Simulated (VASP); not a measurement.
Runs of VASP 6.6.1 on Zn. The structure is hexagonal, space group P6_3/mmc (No. 194). The conventional cell has a = 2.614 Å, b = 2.614 Å, c = 4.873 Å, α = 90.00°, β = 90.00°, γ = 120.00°. Zn (site symmetry -6m2) has 12 Zn at 2.61 to 2.87 Å as nearest neighbours. 

```tsv
task	level	cell	k mesh	cutoff (eV)	mesh quality	gap on the mesh (eV)	pressure (GPa)	relaxed volume (Å³/atom)
relaxation of cell and atoms	PBE+D3(BJ)	relaxed	18 × 18 × 10	600	not flagged	none	0.0	(b)
relaxation of cell and atoms	PBEsol	relaxed	18 × 18 × 10	580	not flagged	none	0.0	14.33
relaxation of cell and atoms	PBEsol	relaxed	6 × 6 × 4	600	coarse	none	0.0	15.06
relaxation of cell and atoms	RPBE	relaxed	18 × 18 × 10	600	not flagged	none	0.0	16.09
relaxation of cell and atoms	PBEsol	relaxed	18 × 18 × 10	480	not flagged	none	0.0	14.32
relaxation of cell and atoms	PBEsol	relaxed	18 × 18 × 10	600	not flagged	none	0.0	14.33
single point	PBEsol	as given	18 × 18 × 10	520	not flagged	none	-0.5	-
relaxation of cell and atoms	PBE	relaxed	18 × 18 × 10	600	not flagged	none	0.0	(a)
```

Alike in all rows: potentials or basis VASP PAW PBE potentials, release 64 (Zn); no spin polarisation; smearing gaussian 0.1 eV.

Task: Fill in the values left out.

Result: (a) 15.36; (b) 14.40.

Caveats: some runs use coarse meshes; the PAW data sets were made with another functional, which shifts forces and pressure a little (some runs); pairwise dispersion overbinds metals, which lowers pressure and volume (some runs).

A k mesh can miss the band edges.

A gap of «none» marks a metal or a gap under the smearing width.

Not every run made on this cell is shown here.
